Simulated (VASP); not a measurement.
Level of theory: PBE GGA, VASP's PBE PAW potentials (set 64) (plane waves; VASP).

VASP ran on this input.

### POSCAR
```
Zn35FO35
1
    4.9323206951    -8.5430314022     0.0000000000
    4.9323206951     8.5430314022     0.0000000000
    0.0000000000     0.0000000000    10.5847754187
Zn O F
35 35 1
Direct
  0.2240092820   0.1119741898   0.2526115037
  0.1109585317   0.2213232996   0.0001656138
  0.2242876726   0.1110446248   0.7468487131
  0.1129550389   0.2208055495   0.5022749408
  0.2211632921   0.4431455026   0.2497116565
  0.1114152093   0.5560006815   0.0013469077
  0.2217182647   0.4437240749   0.7521423926
  0.1107699892   0.5544855503   0.5010125070
  0.2224170672   0.7781312226   0.2507481055
  0.1112775361   0.8889578746   0.0006619319
  0.2222996690   0.7777561724   0.7506821485
  0.1141485598   0.8915329769   0.5001263301
  0.5546903903   0.1120378108   0.2528115753
  0.4433070669   0.2197956259   0.9932203124
  0.5538369634   0.1111037622   0.7468906768
  0.5543550387   0.4418164613   0.2354883894
  0.4440331903   0.5563628358   0.0003796937
  0.5540982318   0.4411477450   0.7501548397
  0.4359120060   0.5614722219   0.5055869221
  0.5556527175   0.7791783663   0.2512501571
  0.4444035636   0.8889760731   0.0008447158
  0.5564993940   0.7787196913   0.7518157030
  0.4443674148   0.8915427457   0.5002305746
  0.8893980657   0.1120232425   0.2515591159
  0.7772156572   0.2213044213   0.0004088369
  0.8887768829   0.1106443854   0.7511667975
  0.7750801424   0.2208575552   0.5023238275
  0.8889099190   0.4432604639   0.2497918464
  0.7791904902   0.5564675960   0.0004127031
  0.8889768874   0.4437268664   0.7522636033
  0.7926291685   0.5615019840   0.5056242959
  0.8903185590   0.7792112236   0.2512101657
  0.7779176001   0.8891174151   0.0020928292
  0.8890524616   0.7787718491   0.7516904408
  0.7781841861   0.8894027795   0.5000209962
  0.2009034309   0.1007779351   0.4340511502
  0.1109354476   0.2220253213   0.1890652435
  0.2193120395   0.1093430050   0.9393980415
  0.1107445207   0.2224390944   0.6909287296
  0.2213170175   0.4427438456   0.4397753751
  0.1110781926   0.5552943799   0.1907467726
  0.2220608479   0.4445349697   0.9409148602
  0.1109238464   0.5549224605   0.6903546118
  0.2215404592   0.7760567022   0.4407632917
  0.1111203821   0.8881985661   0.1894020399
  0.2221395366   0.7774739062   0.9398570999
  0.1098920112   0.8871988569   0.6897890322
  0.5670127109   0.1008488752   0.4341012383
  0.4433368762   0.2199578157   0.1865243082
  0.5569096901   0.1093944546   0.9394695527
  0.4445725161   0.2220355360   0.7096599489
  0.4440227732   0.5557266978   0.1912159959
  0.5567529721   0.4465852502   0.9428489241
  0.4450748630   0.5552900270   0.6912539133
  0.5555198499   0.7765676357   0.4406240503
  0.4438486438   0.8882303910   0.1895405082
  0.5560938609   0.7780582733   0.9407520121
  0.4441148327   0.8871791490   0.6898729053
  0.8896701327   0.1121858595   0.4411780501
  0.7778361567   0.2220615563   0.1892363476
  0.8887721835   0.1107650061   0.9403212590
  0.7787270070   0.2225597798   0.6909516814
  0.8884807107   0.4427950327   0.4398163758
  0.7785723258   0.5557769386   0.1912451291
  0.8892785411   0.4445218109   0.9410414029
  0.7771815250   0.5552991550   0.6912666505
  0.8880474502   0.7766256401   0.4405765031
  0.7779349593   0.8891629547   0.1914908121
  0.8886912987   0.7780693375   0.9406458475
  0.7778071119   0.8888425741   0.6897440685
  0.5678231663   0.4685033653   0.4326254975
```

KPOINTS:
```
Automatic mesh
0
gamma
 1 1 1
0 0 0
```

INCAR:
```
! general
SYSTEM     = Zn35FO35
PREC       = Normal
ENCUT      = 400
LREAL      = Auto   ! projection in real space or not
LASPH      = .TRUE.
ISYM       = 0

! electronic loop
EDIFF      = 1E-6
NELM       = 100
NELMIN     = 4
ALGO       = Fast   ! Davidson, then RMM-DIIS
LMAXMIX    = 4

! smearing
ISMEAR     = 0
SIGMA      = 0.05   ! width (eV)

! functional
GGA        = PE   ! PBE

! spin
ISPIN      = 2
MAGMOM     = 71*0.0423
NUPDOWN    = 3

! output
LWAVE      = .FALSE.
LCHARG     = .FALSE.
LORBIT     = 11   ! lm-projected

! other
LHYPERFINE = .TRUE.
```

POTCAR, in this order: Zn O F (PBE.64 set). Program: vasp_gam. Read from the step before: WAVECAR.

Problem. What will the output report for the number of irreducible k-points (NKPTS), largest plane-wave count, FFT grid (NGX, NGY, NGZ)?

Solution. 
```yaml
number of irreducible k-points (NKPTS): 1
largest_plane_wave_count: 8073
FFT grid (NGX, NGY, NGZ): 48 × 48 × 54
```

The cell is a supercell with a defect, built from ZnO (wurtzite): F_O-vac_Zn.
